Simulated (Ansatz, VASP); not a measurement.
## C (amorphous carbon) in two plane-wave programs

Aim: how closely do two programs agree when they are given the same cell, functional and k mesh? The cell is taken from a series of runs on this material, whose earlier steps may have relaxed, scaled, displaced or heated it; both programs get it as it stands.

Method: plane waves, with VASP 6.6.1 beside it; single point at PBE, in Ansatz 0.2.0.

### Step 1. Set-up

The cell holds 96 atoms: 96 C. Its edges and angles: a = 8.925 Å, b = 8.925 Å, c = 8.925 Å, α = 90.0°, β = 90.0°, γ = 90.0°. As first built, before any earlier steps moved the atoms (in the runner's words): 96 atoms (96 C) placed at random at 2.69 g/cm^3, melted at 6000 K for 10 ps at fixed volume with the Tersoff potential (Tersoff, Phys. Rev. B 39, 5566 (1989)). Quenched from 6000 K to 700 K at 200 K/ps and fixed volume, held 5 ps.

### Step 2. VASP: single point, PBE

With cell and atoms fixed, the geometry can't cause a difference; cores, projectors, grids and the points listed under the comparison can.

Lines of VASP's logs that name or quote its potential files are left out, and so is its time.

INCAR

```
SYSTEM = C
PREC = Accurate
ENCUT = 600
EDIFF = 1E-06
NELM = 120
ISMEAR = -1
SIGMA = 0.025
LREAL = Auto
ALGO = Normal
GGA = PE
NBANDS = 264
LORBIT = 11
LWAVE = .FALSE.
LCHARG = .FALSE.
ISIF = 2
LASPH = .TRUE.
GGA_COMPAT = .FALSE.
KPAR = 8
```

POSCAR

```
C
1.0
    8.9253000000      0.0000000000      0.0000000000
    0.0000000000      8.9253000000      0.0000000000
    0.0000000000      0.0000000000      8.9253000000
C
96
Direct
    0.8739800000      0.3101000000      0.1037600000
    0.7579000000      0.4926000000      0.3446600000
    0.6495300000      0.6224900000      0.7716900000
    0.5947400000      0.5964500000      0.0664300000
    0.4484000000      0.2413200000      0.2820800000
    0.1163100000      0.3211700000      0.8096700000
    0.2897200000      0.2555800000      0.0682400000
    0.1634300000      0.1666000000      0.1328800000
    0.5167600000      0.8742200000      0.7466400000
    0.1322000000      0.6614600000      0.4750800000
    0.7216100000      0.2012700000      0.3446000000
    0.3419000000      0.0616500000      0.8607900000
    0.1603800000      0.7974700000      0.5775500000
    0.9481400000      0.6576900000      0.7618000000
    0.6568300000      0.8484600000      0.3967800000
    0.5701000000      0.9453700000      0.9903400000
    0.4624100000      0.4544200000      0.8533200000
    0.8126700000      0.7820300000      0.0164900000
    0.5224100000      0.2809500000      0.8866600000
    0.5751800000      0.2481500000      0.5937800000
    0.0036500000      0.5256500000      0.6821700000
    0.2431600000      0.9159200000      0.1879800000
    0.9549300000      0.3191200000      0.8229100000
    0.3836100000      0.1933700000      0.9423400000
    0.1742500000      0.2263100000      0.6820200000
    0.1680800000      0.2410800000      0.3988700000
    0.8748300000      0.9307000000      0.3614200000
    0.5262600000      0.3429200000      0.1716000000
    0.8532400000      0.9884200000      0.2099900000
    0.7516000000      0.2138700000      0.0712000000
[... 60 atom lines left out ...]
    0.9037500000      0.7729400000      0.6617500000
    0.0301400000      0.0520900000      0.5583000000
    0.0838600000      0.2129800000      0.5330200000
    0.2793400000      0.7788800000      0.1114800000
    0.5306500000      0.3981900000      0.5723400000
    0.6256500000      0.9810900000      0.5097400000
```

KPOINTS

```
Automatic mesh
0
Gamma
2 2 2
0 0 0
```

PAW data sets: C (PBE family, release 64).

Launch:

```bash
mpirun -np 8 vasp_std
```

Numbers of over 12 decimals in the logs are rounded to 6 here.

Output:

```text
[banner, memory and clock lines left out]
running    8 mpi-ranks, on    1 nodes
[...]
|                                                                             |
|           W    W    AA    RRRRR   N    N  II  N    N   GGGG   !!!           |
|           W    W   A  A   R    R  NN   N  II  NN   N  G    G  !!!           |
|           W    W  A    A  R    R  N N  N  II  N N  N  G       !!!           |
|           W WW W  AAAAAA  RRRRR   N  N N  II  N  N N  G  GGG   !            |
|           WW  WW  A    A  R   R   N   NN  II  N   NN  G    G                |
|           W    W  A    A  R    R  N    N  II  N    N   GGGG   !!!           |
|                                                                             |
|     For optimal performance we recommend to set                             |
|       NCORE = 2 up to number-of-cores-per-socket                            |
|     NCORE specifies how many cores store one orbital (NPAR=cpu/NCORE).      |
|     This setting can greatly improve the performance of VASP for DFT.       |
|     The default, NCORE=1 might be grossly inefficient on modern             |
|     multi-core architectures or massively parallel machines. Do your        |
|     Unfortunately you need to use the default for GW and RPA                |
|     calculations (for HF NCORE is supported but not extensively tested      |
|     yet).                                                                   |
|                                                                             |

 LDA part: xc-table for (Slater+PW92), standard interpolation
 POSCAR, INCAR and KPOINTS ok, starting setup
[...]
entering main loop
       N       E                     dE             d eps       ncg     rms          rms(c)
DAV:   1     0.152229016097E+04    0.15223E+04   -0.21588E+05  4224   0.156E+03
DAV:   2    -0.670305442519E+03   -0.21926E+04   -0.20631E+04  5160   0.300E+02
DAV:   3    -0.817012911847E+03   -0.14671E+03   -0.14179E+03  5032   0.718E+01
DAV:   4    -0.820866570092E+03   -0.38537E+01   -0.38260E+01  5224   0.115E+01
[...]
DAV:  17    -0.782485898156E+03   -0.13727E-04   -0.31718E-05  4792   0.134E-02    0.868E-03
DAV:  18    -0.782485900273E+03   -0.21166E-05   -0.70498E-06  4904   0.661E-03    0.482E-03
DAV:  19    -0.782485900741E+03   -0.46822E-06   -0.18359E-06  3088   0.329E-03
   1 F= -.78248590E+03 E0= -.78246543E+03  d E =-.409472E-01
```

Parts of OUTCAR (step 2):

```text
  FREE ENERGIE OF THE ION-ELECTRON SYSTEM (eV)
  ---------------------------------------------------
  free  energy   TOTEN  =      -782.4859007407 eV

  energy  without entropy=     -782.4449535324  energy(sigma->0) =     -782.46542714
```

The run ends at a pressure of -1.80 GPa, with forces up to 7.8 eV/Å.

### Step 3. Ansatz: single point, PBE

Ansatz runs on its default PAW (the set named soft_2) files.

The same cell, functional, mesh and smearing now go to Ansatz, which takes its cutoff from its data sets.

input.yaml

```yaml
crystal:
  lattice:
    - [8.9253, 0.0, 0.0]
    - [0.0, 8.9253, 0.0]
    - [0.0, 0.0, 8.9253]
  atoms:
    - { symbol: C, position: [0.87398, 0.3101, 0.10376] }
    - { symbol: C, position: [0.7579, 0.4926, 0.34466] }
    - { symbol: C, position: [0.64953, 0.62249, 0.77169] }
    - { symbol: C, position: [0.59474, 0.59645, 0.06643] }
    - { symbol: C, position: [0.4484, 0.24132, 0.28208] }
    - { symbol: C, position: [0.11631, 0.32117, 0.80967] }
    - { symbol: C, position: [0.28972, 0.25558, 0.06824] }
    - { symbol: C, position: [0.16343, 0.1666, 0.13288] }
    - { symbol: C, position: [0.51676, 0.87422, 0.74664] }
    - { symbol: C, position: [0.1322, 0.66146, 0.47508] }
    - { symbol: C, position: [0.72161, 0.20127, 0.3446] }
    - { symbol: C, position: [0.3419, 0.06165, 0.86079] }
    - { symbol: C, position: [0.16038, 0.79747, 0.57755] }
    - { symbol: C, position: [0.94814, 0.65769, 0.7618] }
    - { symbol: C, position: [0.65683, 0.84846, 0.39678] }
    - { symbol: C, position: [0.5701, 0.94537, 0.99034] }
    - { symbol: C, position: [0.46241, 0.45442, 0.85332] }
    - { symbol: C, position: [0.81267, 0.78203, 0.01649] }
    - { symbol: C, position: [0.52241, 0.28095, 0.88666] }
    - { symbol: C, position: [0.57518, 0.24815, 0.59378] }
    - { symbol: C, position: [0.00365, 0.52565, 0.68217] }
    - { symbol: C, position: [0.24316, 0.91592, 0.18798] }
    - { symbol: C, position: [0.95493, 0.31912, 0.82291] }
    - { symbol: C, position: [0.38361, 0.19337, 0.94234] }
    - { symbol: C, position: [0.17425, 0.22631, 0.68202] }
    - { symbol: C, position: [0.16808, 0.24108, 0.39887] }
    - { symbol: C, position: [0.87483, 0.9307, 0.36142] }
    - { symbol: C, position: [0.52626, 0.34292, 0.1716] }
    - { symbol: C, position: [0.85324, 0.98842, 0.20999] }
    - { symbol: C, position: [0.7516, 0.21387, 0.0712] }
[... 60 atom lines left out ...]
    - { symbol: C, position: [0.90375, 0.77294, 0.66175] }
    - { symbol: C, position: [0.03014, 0.05209, 0.5583] }
    - { symbol: C, position: [0.08386, 0.21298, 0.53302] }
    - { symbol: C, position: [0.27934, 0.77888, 0.11148] }
    - { symbol: C, position: [0.53065, 0.39819, 0.57234] }
    - { symbol: C, position: [0.62565, 0.98109, 0.50974] }
kpoints:
  mp_grid: { grid: [2, 2, 2] }
hamiltonian:
  xc: pbe
scf:
  occupations: { method: fermi_dirac, width: 0.025 }
output:
  forces: true
  stress: true
  populations: true
  dos:
    method: { smearing: { sigma: 0.08 } }
    de: 0.1
    projected: { site_lists: { C: [C] } }
  eigenvalues: true
  write_density: true
  write_potential: true
  volumetric_format: npy
  elf: true
```

Launch:

```bash
ansatz run input.yaml --threads 4 --pin off --max-ram 8192MiB --backend cpu --events-out ev --progress --plain --runs-dir out
```

Output:

```text
Engine: ansatz 0.2.0, aarch64-unknown-linux-gnu
Pseudopotentials: kind: paw
Pseudopotential: C, paw, valence charge 4, recommended cutoff 420 eV (normal), C.paw.azcp
Functional definition: PBE
  parameter kappa = 0.804
  parameter beta = 0.066725
  exchange = pbe_x(kappa = kappa, mu = beta*pi^2/3)
  correlation = pbe_c(beta = beta)
Crystal: 96 atoms, lattice volume = 710.998 Å³
Basis set: ecut = 420 eV, 13949 PW (Γ), exchange–correlation on 120×120×120 points (8 copies of the dense FFT grid, shifted against one another)
Bands: 288, of which v1, the nominal top of the filled ones, is band 192 counted from 1 (191 counted from 0)
Symmetry: 1 space group operations
Space group: P1 (ITA 1), of the structure as read, at distance tolerance 8.9e-5 Å
k-points: 8
Non-local potential: C, projectors of the file, l = 0: 2, l = 1: 2, l = 2: 1
PAW form: soft (Blöchl's): semilocal exchange-correlation on the pseudo side does not see the compensation charge
PAW one-centre angular grid: C, 110 points (default); XC on 64 Gauss nodes
Initial density: superposition of atomic densities (neutral atoms: chi_scale 0, normalization atom), corrected by the library's trained network
Initial wavefunctions: pseudopotential atomic-orbital guess
Functional: x = pbe(κ = 0.804, μ = 0.219515), c = pbe(β = 0.066725)
SCF iter   1: F=—  HF=-23987.378319 eV  |F-HF|=—  |Δ(HF+E_count)|=         —  Δρ=1.67e-2  dr2=3.54e0  ethr=1.77e-3  ⟨swp⟩=6.0  Hψ=10042  notcnv=0  defer=390
preconditioner: auto → Kerker (q_TF=auto, 2.462 Å⁻¹)  [metal: Δε(μ)=0.034 eV  Ē_g=14.340 eV  σ=0.025 eV  W_gap=0.31  n_scr=178 (ndim 8)  ℏωp=27.3 eV  f_vac=0.006  D(μ)=15.17/eV (n_scr^D=80)]
SCF iter   2: F=—  HF=-23987.085626 eV  |F-HF|=—  |Δ(HF+E_count)|=   2.93e-1  Δρ=8.75e-3  dr2=1.32e0  ethr=9.23e-4  ⟨swp⟩=1.0  Hψ=2656  notcnv=0  defer=477
SCF iter   3: F=—  HF=-23986.928076 eV  |F-HF|=—  |Δ(HF+E_count)|=   1.58e-1  Δρ=1.99e-3  dr2=6.03e-2  ethr=3.45e-4  ⟨swp⟩=2.5  Hψ=2351  notcnv=0  defer=619
SCF iter   4: F=—  HF=-23986.924261 eV  |F-HF|=—  |Δ(HF+E_count)|=   3.82e-3  Δρ=5.15e-4  dr2=7.27e-3  ethr=1.57e-5  ⟨swp⟩=2.5  Hψ=2795  notcnv=0  defer=651
SCF iter   5: F=—  HF=-23986.924038 eV  |F-HF|=—  |Δ(HF+E_count)|=   2.23e-4  Δρ=1.90e-4  dr2=8.72e-4  ethr=1.89e-6  ⟨swp⟩=2.1  Hψ=2166  notcnv=0  defer=651
SCF iter   6: F=—  HF=-23986.924076 eV  |F-HF|=—  |Δ(HF+E_count)|=   3.74e-5  Δρ=6.10e-5  dr2=6.54e-5  ethr=2.27e-7  ⟨swp⟩=2.8  Hψ=3390  notcnv=0  defer=651
SCF iter   7: F=—  HF=-23986.923388 eV  |F-HF|=—  |Δ(HF+E_count)|=   6.88e-4  Δρ=1.94e-5  dr2=8.67e-6  ethr=1.70e-8  ⟨swp⟩=2.9  Hψ=3969  notcnv=0  defer=651
SCF iter   8: F=—  HF=-23986.923389 eV  |F-HF|=—  |Δ(HF+E_count)|=   1.29e-6  Δρ=6.91e-6  dr2=1.28e-6  ethr=2.26e-9  ⟨swp⟩=2.8  Hψ=3119  notcnv=0  defer=651
SCF iter   9: F=—  HF=-23986.923389 eV  |F-HF|=—  |Δ(HF+E_count)|=   1.92e-7  Δρ=2.51e-6  dr2=2.05e-7  ethr=3.34e-10  ⟨swp⟩=2.9  Hψ=3233  notcnv=0  defer=651
SCF iter  10: F=-23986.923389 eV  HF=-23986.923389 eV  |F-HF|=1.17e-8  |Δ(HF+E_count)|=   2.24e-8  Δρ=1.03e-6  dr2=3.17e-8  ethr=2.60e-11  ⟨swp⟩=20.4  Hψ=19167  notcnv=0
SCF 1 converged in 10 iterations: F = -23986.923389 eV  dr2 = 3.17e-8
  greatest PAW one-centre occupation: 0.705 electrons in one spin orbital (limit 2), on the C atom at site 33 (counted from 0), in its partial waves of l = 0
SCF converged after 10 iterations
Free energy (F): -23986.923389 eV
Harris-Foulkes:  -23986.923389 eV  (|F-HF|=1.17e-8)
Internal energy: -23986.882488 eV  (E = F + TS)
E sigma→0 (E₀):  -23986.902939 eV
Entropy (-TS):   -0.040901 eV (-0.426 meV/atom)
Fermi energy:    9.443073 eV
--- Per-component energies (eV) ---
  E_band       = 192.690736
  E_kinetic    = 8613.782752
  E_local      = -10666.638439  (includes V_loc(G=0)·N_el)
  E_nonlocal   = 2593.383949
  E_hartree    = 2974.183664
  E_xc         = -4581.643093
  E_vxc        = -5676.082881  (∫ρ·V_xc dr)
  E_paw        = -9510.546593  (= ΣΔE_a)
  E_vpaw       = -620.119273  (= ΣTr[D̂ρ^β])
  E_aug_tail   = 0.000700  (compensation charges beyond the density's cutoff)
  E_ewald      = -13409.405428
  E_smearing   = -0.040901  (= −TS)
  E_closure    = -0.000000  (closes the sum)
  Σ components = -23986.923389   (vs F -23986.923389, Δ=0.00e0)
--- Forces (eV/Å), atoms counted from 1 ---
  atom   1  C      1.06583951     1.32912534    -4.97529216
  atom   2  C      1.75995838    -0.57677453     0.54306237
  atom   3  C     -1.63311121    -0.78244873    -2.84658641
  atom   4  C     -0.19625714    -0.84993872    -3.63297134
  atom   5  C     -0.70491382     0.50292912    -1.23740280
  atom   6  C      2.88544594    -0.38484921    -1.02740729
  atom   7  C     -0.70496235    -4.61562897    -1.77600467
  atom   8  C      3.09421029     2.74936122    -1.91988334
  atom   9  C     -2.41732867     2.63218164    -3.45538319
  atom  10  C      3.58050794    -0.03321636     0.13523003
[...]
k-point 2: bands = [... 188 lower, 9.0525, 9.1793, 9.2668, 9.3230, 9.4696, 9.5516, 9.6275, 9.8244, ... 92 higher]
  k-point 7: bands = [... 188 lower, 9.0915, 9.2734, 9.4237, 9.4325, 9.5177, 9.5783, 9.6850, 9.8287, ... 92 higher]
--- Löwdin populations: 96 sites ---
  site symbol       q [e]
     0      C      3.9674
     1      C      3.9309
     2      C      4.0194
     3      C      3.9650
     4      C      3.9464
     5      C      3.9238
     6      C      3.9599
     7      C      3.9927
     8      C      3.9642
     9      C      3.9504
    10      C      3.9902
    11      C      4.0487
    12      C      3.9621
    13      C      3.9470
    14      C      3.9596
    15      C      4.0402
    16      C      3.9333
    17      C      3.9631
    18      C      3.9531
    19      C      3.9738
    20      C      3.9319
    21      C      3.9911
    22      C      3.9577
    23      C      3.9643
[...]
88      C      3.9686
    89      C      3.9745
    90      C      4.0122
    91      C      3.9471
    92      C      3.9558
    93      C      3.9771
    94      C      3.9984
    95      C      3.9437
  spilling = 0.007092 (of n_electrons = 384.000000)
```

### Step 4. Differences

Known differences besides the potentials themselves: the cutoff is 420 eV in Ansatz and 600 eV in VASP (PREC = Accurate, projectors in real space). Total energies have different zeros and are not compared.

The two programs side by side:

```csv
quantity,Ansatz,VASP,difference
pressure (GPa),-1.82,-1.80,-0.01
```

Forces on 10 of the 96 atoms, those with the largest forces and the largest differences (eV/Å; atoms numbered as in POSCAR):

```csv
atom,"Ansatz x, y, z","VASP x, y, z"
C1,"1.066, 1.329, -4.975","1.071, 1.343, -4.993"
C7,"-0.705, -4.616, -1.776","-0.693, -4.643, -1.761"
C23,"-2.164, -2.037, 2.912","-2.200, -2.044, 2.942"
C27,"1.103, 5.334, -0.941","1.104, 5.307, -0.939"
C31,"-4.571, 1.954, -0.832","-4.589, 1.961, -0.821"
C41,"1.853, -3.778, 4.898","1.856, -3.797, 4.907"
C59,"0.020, 0.081, 0.154","0.063, 0.090, 0.144"
C83,"-4.054, -2.014, -2.469","-4.058, -2.012, -2.447"
C84,"-0.229, -2.229, 2.712","-0.229, -2.223, 2.763"
C87,"3.141, -0.390, -7.049","3.146, -0.378, -7.084"
```

The forces differ by 15 meV/Å r.m.s., which is 0.8 % of the r.m.s. force of 1.866 eV/Å (both taken over all components).

### Step 5. Results

```yaml
r_m_s_force_difference_single_point_pbe: 0.81 % of the r.m.s. force
```

The r.m.s. force difference is 0.81 % of the r.m.s. force (single point, PBE), within the 3 % picked in this series as the mark of a large difference. How closely two codes agree says nothing of how well the functional describes the real material.

[Lines on the potential files, build, host, timing and source positions are cut from VASP's logs without a mark.]

[Logs are printed without paths, hosts, clocks, repeated set-up lines and the standing remarks that a program may print on its own settings, such as how far it seeks lower states.]

[Hosts, paths, dates, database ids (printed as entryN), source tags and the programs' standing remarks are cut or masked in the printed files.]
